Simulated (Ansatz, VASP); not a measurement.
# Ca3Pb5S8: VASP beside Ansatz, part 2 of 3

One calculation is typed for both programs; each brings its own data sets. How far apart do they land? Of the first pair: The structure shown is frame 30 of Ansatz's trajectory.

VASP 6.6.1 and Ansatz 0.2.0.

So far. Step 3 (VASP: single point, PBE, pair 1): The run ends at a pressure of 3.04 GPa, with forces up to 1.3 eV/Å.

## 4. Side by side

Known differences besides the potentials themselves: the cutoff is 420 eV in Ansatz and 400 eV in VASP (PREC = Accurate, projectors in real space). Total energies have different zeros and are not compared.

Forces on 7 of the 64 atoms, those with the largest forces and the largest differences (eV/Å; atoms numbered as in POSCAR):

```csv
atom,"Ansatz x, y, z","VASP x, y, z"
S26,"0.706, 0.069, -1.043","0.716, 0.082, -1.055"
S29,"0.038, 0.535, -1.072","0.032, 0.543, -1.092"
S34,"-0.418, -0.439, 0.822","-0.426, -0.444, 0.837"
S44,"-0.938, 0.159, -0.167","-0.957, 0.170, -0.168"
S52,"0.777, -0.478, 0.221","0.787, -0.487, 0.215"
Ca58,"0.004, 1.062, -0.469","0.004, 1.066, -0.478"
Ca60,"-0.900, -0.276, 0.164","-0.908, -0.276, 0.164"
```

The forces differ by 6.7 meV/Å r.m.s., which is 1.9 % of the r.m.s. force of 0.345 eV/Å (both taken over all components).

## 5. Ansatz: dynamics, PBE

One frame of this run of dynamics is then solved in both programs, so the motion causes no difference.

The structure compared here is frame 60 of Ansatz's trajectory.

The input, input.yaml:

```yaml
crystal:
  lattice:
    - [11.6876, 0.0, 0.0]
    - [0.0, 11.6876, 0.0]
    - [0.0, 0.0, 11.6876]
  atoms:
    - { symbol: Pb, position: [0.00094, 0.0045, 0.00048] }
    - { symbol: S, position: [0.25056, 0.00284, 0.99926] }
    - { symbol: Pb, position: [0.99971, 0.25121, 0.24904] }
    - { symbol: S, position: [0.25227, 0.24834, 0.24745] }
    - { symbol: Ca, position: [0.24919, 0.999, 0.25238] }
    - { symbol: S, position: [0.99996, 0.99994, 0.24786] }
    - { symbol: Ca, position: [0.24807, 0.24857, 0.00026] }
    - { symbol: S, position: [0.00119, 0.2489, 0.00081] }
    - { symbol: Pb, position: [0.00225, 0.00012, 0.49936] }
    - { symbol: S, position: [0.24725, 0.99752, 0.4976] }
    - { symbol: Ca, position: [0.99842, 0.24934, 0.75013] }
    - { symbol: S, position: [0.24647, 0.24995, 0.74903] }
    - { symbol: Ca, position: [0.25041, 0.00163, 0.74653] }
    - { symbol: S, position: [0.99889, 0.99974, 0.74991] }
    - { symbol: Pb, position: [0.25169, 0.25071, 0.50043] }
    - { symbol: S, position: [0.00102, 0.25008, 0.5012] }
    - { symbol: Pb, position: [0.00041, 0.49689, 0.00128] }
    - { symbol: S, position: [0.24846, 0.50142, 0.99704] }
    - { symbol: Pb, position: [0.99693, 0.7482, 0.25051] }
    - { symbol: S, position: [0.25244, 0.74837, 0.25107] }
    - { symbol: Ca, position: [0.24896, 0.49909, 0.25161] }
    - { symbol: S, position: [0.00381, 0.49951, 0.25178] }
    - { symbol: Pb, position: [0.25042, 0.75162, 0.99925] }
    - { symbol: S, position: [0.99944, 0.75397, 0.00067] }
    - { symbol: Pb, position: [0.99781, 0.49968, 0.49698] }
    - { symbol: S, position: [0.25468, 0.49899, 0.50016] }
    - { symbol: Pb, position: [0.99895, 0.74961, 0.75227] }
    - { symbol: S, position: [0.24694, 0.75097, 0.74951] }
    - { symbol: Pb, position: [0.25064, 0.49865, 0.75006] }
    - { symbol: S, position: [0.99836, 0.49719, 0.7482] }
    - { symbol: Ca, position: [0.25008, 0.75085, 0.49928] }
    - { symbol: S, position: [0.9998, 0.75026, 0.50004] }
    - { symbol: Ca, position: [0.50172, 0.00123, 0.99954] }
    - { symbol: S, position: [0.74808, 0.9988, 0.99984] }
    - { symbol: Pb, position: [0.49902, 0.24825, 0.25105] }
    - { symbol: S, position: [0.74997, 0.25114, 0.24883] }
    - { symbol: Pb, position: [0.74792, 0.0006, 0.25096] }
    - { symbol: S, position: [0.50004, 0.001, 0.2482] }
    - { symbol: Pb, position: [0.74863, 0.2499, 0.00122] }
    - { symbol: S, position: [0.49839, 0.25107, 0.00209] }
    - { symbol: Ca, position: [0.50017, 0.99893, 0.49742] }
    - { symbol: S, position: [0.75147, 0.99788, 0.5009] }
    - { symbol: Pb, position: [0.49897, 0.24865, 0.75125] }
    - { symbol: S, position: [0.75258, 0.25096, 0.75197] }
    - { symbol: Pb, position: [0.74824, 0.0007, 0.75105] }
    - { symbol: S, position: [0.50029, 0.00047, 0.74829] }
    - { symbol: Ca, position: [0.74794, 0.25115, 0.49954] }
    - { symbol: S, position: [0.49788, 0.25044, 0.49882] }
    - { symbol: Ca, position: [0.50129, 0.49793, 0.99863] }
    - { symbol: S, position: [0.75092, 0.4999, 0.00086] }
    - { symbol: Pb, position: [0.5013, 0.75021, 0.25208] }
    - { symbol: S, position: [0.74852, 0.74965, 0.24862] }
    - { symbol: Pb, position: [0.74817, 0.49693, 0.24976] }
    - { symbol: S, position: [0.49622, 0.50331, 0.24816] }
    - { symbol: Ca, position: [0.7537, 0.74831, 0.00294] }
    - { symbol: S, position: [0.49887, 0.75057, 0.00214] }
    - { symbol: Pb, position: [0.49972, 0.50082, 0.50087] }
    - { symbol: S, position: [0.75201, 0.49924, 0.49937] }
    - { symbol: Ca, position: [0.50232, 0.7497, 0.74989] }
    - { symbol: S, position: [0.75099, 0.74826, 0.7494] }
    - { symbol: Pb, position: [0.75249, 0.49989, 0.74782] }
    - { symbol: S, position: [0.50093, 0.5006, 0.74791] }
    - { symbol: Pb, position: [0.74895, 0.75222, 0.49997] }
    - { symbol: S, position: [0.50123, 0.74735, 0.50004] }
kpoints:
  mp_grid: { grid: [1, 1, 1] }
hamiltonian:
  xc: pbe
scf:
  occupations: { method: gaussian, width: 0.05 }
output:
  forces: true
  stress: true
md:
  timestep: 2.0
  n_steps: 90
  ensemble: nvt_langevin
  temperature: 300
  initial_velocities: maxwell_boltzmann
  seed: 243
```

Run with:

```console
> ansatz run input.yaml --threads 4 --pin off --max-ram 8192MiB --backend cpu --events-out ev --progress --plain --runs-dir out
```

Numbers of over 12 decimals in the logs are rounded to 6 here.

Log:

```text
[...]
Crystal: 64 atoms, lattice volume = 1596.526 Å³
Basis set: ecut = 420 eV, 31343 PW (Γ), exchange–correlation on 160×160×160 points (8 copies of the dense FFT grid, shifted against one another)
Bands: 360, of which v1, the nominal top of the filled ones, is band 296 counted from 1 (295 counted from 0)
Symmetry: 1 space group operations
k-points: 1
[...]
atom  63  Pb    -0.02585422     0.29522703     0.48142271
  atom  64  S      0.44113131    -0.08193894     0.14886828
  max |Σ_I F_I| component: 8.88e-5 eV/Å
--- Stress (GPa, compression-positive) ---
        2.575897      -0.066553      -0.005844
       -0.066553       4.096488       0.004603
       -0.005844       0.004603       3.661770
  P = ⅓ Tr σ = 3.4447 GPa (34.447 kbar)
--- MD trajectory: 90 steps, t = 0.0 → 180.0 fs ---
[...]
[key lines of the parts left out:]
SCF converged after 7 iterations
Free energy (F): -288862.794919 eV
Fermi energy:    8.424438 eV
```

## 6. VASP: single point, PBE, pair 2

The same cell, functional, mesh and smearing now go to VASP, with its own data sets.

The input, INCAR:

```
SYSTEM = Ca3Pb5S8
PREC = Accurate
ENCUT = 400
EDIFF = 1E-06
NELM = 120
ISMEAR = 0
SIGMA = 0.05
LREAL = Auto
ALGO = Normal
GGA = PE
NBANDS = 344
LORBIT = 11
LWAVE = .FALSE.
LCHARG = .FALSE.
ISIF = 2
LASPH = .TRUE.
GGA_COMPAT = .FALSE.
EFERMI = MIDGAP
NCORE = 2
```

The input, POSCAR:

```
Ca3Pb5S8
1.0
   11.6876000000      0.0000000000      0.0000000000
    0.0000000000     11.6876000000      0.0000000000
    0.0000000000      0.0000000000     11.6876000000
Pb S Ca
20 32 12
Direct
    0.9911359047      0.0134672645      0.0034737671
    0.0048256272      0.2588384271      0.2355658989
    0.9969882611      0.9966545741      0.4964834525
    0.2597539272      0.2549111879      0.4989903830
    0.9954738355      0.4937711763      0.9977069715
    0.9945241110      0.7513261919      0.2469797050
    0.2435658305      0.7460727609      0.0155635032
    0.0001368972      0.4971508265      0.5118758342
    0.0024641500      0.7621838530      0.7376706937
    0.2584705158      0.5033283138      0.7652212601
    0.4984599062      0.2451315925      0.2503165748
    0.7385006331      0.0055015572      0.2561090386
    0.7427957836      0.2514802012      0.0029775146
    0.5063486088      0.2516085424      0.7458674150
    0.7476556350      0.9942246483      0.7610715630
    0.4989219344      0.7498545467      0.2397412642
    0.7589068757      0.4960984291      0.2437626202
    0.5131849139      0.5050908655      0.4874054554
    0.7559806975      0.5135271570      0.7514459769
    0.7511465143      0.7469625928      0.4963123310
    0.2523015846      0.9973305041      0.0045090523
    0.2529347342      0.2423508676      0.2491957288
    0.9796878743      0.9915551525      0.2418802834
    0.0218179951      0.2366610767      0.9753756118
    0.2517454396      0.9828964030      0.4979636538
    0.2575464595      0.2389883295      0.7422396386
    0.0000598925      0.0029090660      0.7499058832
    0.0064512817      0.2288151545      0.4837605668
    0.2679934289      0.4847359595      0.9991358363
    0.2477668640      0.7318097813      0.2584277354
    0.0007786030      0.5014630891      0.2356172354
    0.9730141346      0.7253584996      0.9917177179
    0.2622266334      0.4974930696      0.4921369657
    0.2462866628      0.7500000000      0.7487679250
    0.0168298025      0.4675810260      0.7378161470
    0.0253773230      0.7309028372      0.4988107054
    0.7323060337      0.9880214929      0.0084020671
    0.7686522468      0.2456620692      0.2800232725
    0.4843167117      0.0044491598      0.2577432493
    0.4997604299      0.2268301448      0.9914867039
    0.7468599199      0.9854974503      0.5004620281
    0.7495721962      0.2339488004      0.7511037339
    0.4851295390      0.9972534994      0.7482203361
    0.5117303809      0.2404941990      0.4937711763
    0.7409904514      0.4877990349      0.9937283959
    0.7443786577      0.7429925733      0.2336664499
    0.4971166022      0.5081453849      0.2278140936
    0.5002395701      0.7448577980      0.0004705842
    0.7644597693      0.4635425579      0.4960642048
    0.7292857387      0.7438054006      0.7426588863
    0.5049881926      0.5186522468      0.7500684486
    0.5000171122      0.7526096033      0.4994010746
    0.2393391286      0.9927530032      0.2501796776
    0.2641175263      0.2455251720      0.9997860981
    0.0021732434      0.2347274034      0.7297648790
    0.2513090797      0.9920086245      0.7396385913
    0.2494267429      0.4992128410      0.2482887847
    0.2516855471      0.7481518875      0.4961326534
    0.4965433451      0.9896214792      0.9966203498
    0.4890139977      0.0063999452      0.5024641500
    0.7646137787      0.2295253089      0.5070074267
    0.4930695780      0.4949861392      0.9936941716
    0.7438567371      0.7414867039      0.9891594510
    0.4873797871      0.7471679387      0.7370375441
```

The input, KPOINTS:

```
Automatic mesh
0
Gamma
1 1 1
0 0 0
```

Potentials, in the order of the species: Pb_d, S and Ca_sv (PBE family, release 64).

Run with:

```console
> mpirun -np 8 vasp_gam
```

Log:

```text
[... set-up lines as in an earlier step ...]
 entering main loop
       N       E                     dE             d eps       ncg     rms          rms(c)
DAV:   1     0.879780461099E+04    0.87978E+04   -0.24684E+05   688   0.167E+03
DAV:   2     0.157285904832E+04   -0.72249E+04   -0.70573E+04   688   0.532E+02
DAV:   3    -0.530007575955E+02   -0.16259E+04   -0.15241E+04   920   0.249E+02
DAV:   4    -0.295913594235E+03   -0.24291E+03   -0.23754E+03   928   0.859E+01
[...]
DAV:  15    -0.292339696240E+03   -0.15414E-04   -0.93231E-05   904   0.147E-02    0.265E-02
DAV:  16    -0.292339695183E+03    0.10563E-05   -0.21106E-05   816   0.912E-03    0.906E-03
DAV:  17    -0.292339695878E+03   -0.69453E-06   -0.56380E-06   640   0.445E-03
   1 F= -.29233970E+03 E0= -.29233970E+03  d E =-.449399E-63
```

Parts of OUTCAR (step 6):

```text
  Total       22.6335573     41.0514218     35.4882021     -0.0058393     -0.1078643      0.3769998
  in kB       22.7136736     41.1967320     35.6138201     -0.0058600     -0.1082461      0.3783343
  external PRESSURE =      33.1747419 kB  Pullay stress =       0.0000000 kB

 POSITION                                       TOTAL-FORCE (eV/Angst)
 -----------------------------------------------------------------------------------
     11.58400      0.15740      0.04060         0.130625     -0.470780      0.057850
      0.05640      3.02520      2.75320        -0.037066     -0.209419      0.120999
     11.65240     11.64850      5.80270         0.119390     -0.111416     -0.161057
      3.03590      2.97930      5.83200        -0.054119     -0.186512     -0.021094
     11.63470      5.77100     11.66080         0.060001      0.068141     -0.219654
     11.62360      8.78120      2.88660        -0.222558      0.170854     -0.126561
      2.84670      8.71980      0.18190         0.100036      0.089195     -0.515071
      0.00160      5.81050      5.98260         0.081586     -0.054239     -0.250059
      0.02880      8.90810      8.62160        -0.035071     -0.387270      0.443065
      3.02090      5.88270      8.94360        -0.251994     -0.400071     -0.923465
      5.82580      2.86500      2.92560        -0.045664      0.110186      0.016703
      8.63130      0.06430      2.99330        -0.014100     -0.009627     -0.191676
      8.68150      2.93920      0.03480         0.170919     -0.661579     -0.221384
      5.91800      2.94070      8.71740        -0.310637      0.003722     -0.070777
[...]
-----------------------------------------------------------------------------------
    total drift:                               -0.001578      0.003018     -0.004287

  FREE ENERGIE OF THE ION-ELECTRON SYSTEM (eV)
  ---------------------------------------------------
  free  energy   TOTEN  =      -292.3396958778 eV

  energy  without entropy=     -292.3396958778  energy(sigma->0) =     -292.33969588

[... 2 parts as in an earlier step ...]

[... 1 further part left out ...]
[key lines of the parts left out:]
E-fermi :   5.5571
```

The run ends at a pressure of 3.32 GPa, with forces up to 1.1 eV/Å.

## 7. Differences

Forces on 9 of the 64 atoms, those with the largest forces and the largest differences (eV/Å; atoms numbered as in POSCAR):

```csv
atom,"Ansatz x, y, z","VASP x, y, z"
Pb10,"-0.252, -0.400, -0.922","-0.252, -0.400, -0.923"
Pb13,"0.170, -0.659, -0.224","0.171, -0.662, -0.221"
S26,"-0.360, -0.040, 0.618","-0.354, -0.030, 0.614"
S29,"-0.824, 0.031, 0.694","-0.844, 0.041, 0.688"
S36,"-0.302, 0.219, -0.308","-0.321, 0.220, -0.309"
S42,"0.599, 0.251, -0.227","0.593, 0.251, -0.218"
S51,"0.348, -0.500, -0.054","0.348, -0.518, -0.062"
Ca58,"0.459, -0.548, 0.178","0.469, -0.551, 0.182"
Ca62,"0.773, 0.150, -0.033","0.784, 0.144, -0.039"
```

The forces differ by 6.3 meV/Å r.m.s., which is 2.2 % of the r.m.s. force of 0.290 eV/Å (both taken over all components).

## 8. Ansatz: dynamics, PBE

One frame of this run of dynamics is then solved in both programs, so the motion causes no difference.

The structure compared here is frame 90 of Ansatz's trajectory.

input.yaml is that of step 5.

Run with:

```console
> ansatz run input.yaml --threads 4 --pin off --max-ram 8192MiB --backend cpu --events-out ev --progress --plain --runs-dir out
```

Log:

```text
[...]
Crystal: 64 atoms, lattice volume = 1596.526 Å³
Basis set: ecut = 420 eV, 31343 PW (Γ), exchange–correlation on 160×160×160 points (8 copies of the dense FFT grid, shifted against one another)
Bands: 360, of which v1, the nominal top of the filled ones, is band 296 counted from 1 (295 counted from 0)
Symmetry: 1 space group operations
k-points: 1
[...]
atom  63  Pb    -0.02585422     0.29522703     0.48142271
  atom  64  S      0.44113131    -0.08193894     0.14886828
  max |Σ_I F_I| component: 8.88e-5 eV/Å
--- Stress (GPa, compression-positive) ---
        2.575897      -0.066553      -0.005844
       -0.066553       4.096488       0.004603
       -0.005844       0.004603       3.661770
  P = ⅓ Tr σ = 3.4447 GPa (34.447 kbar)
--- MD trajectory: 90 steps, t = 0.0 → 180.0 fs ---
[...]
[key lines of the parts left out:]
SCF converged after 7 iterations
Free energy (F): -288862.794919 eV
Fermi energy:    8.424438 eV
```

(Continued in part 3 of 3.)

[Lines on the potential files, build, host, timing and source positions are cut from VASP's logs without a mark.]

[Logs are printed without paths, hosts, clocks, repeated set-up lines and the standing remarks that a program may print on its own settings, such as how far it seeks lower states.]

[Hosts, paths, dates, database ids (printed as entryN), source tags and the programs' standing remarks are cut or masked in the printed files.]
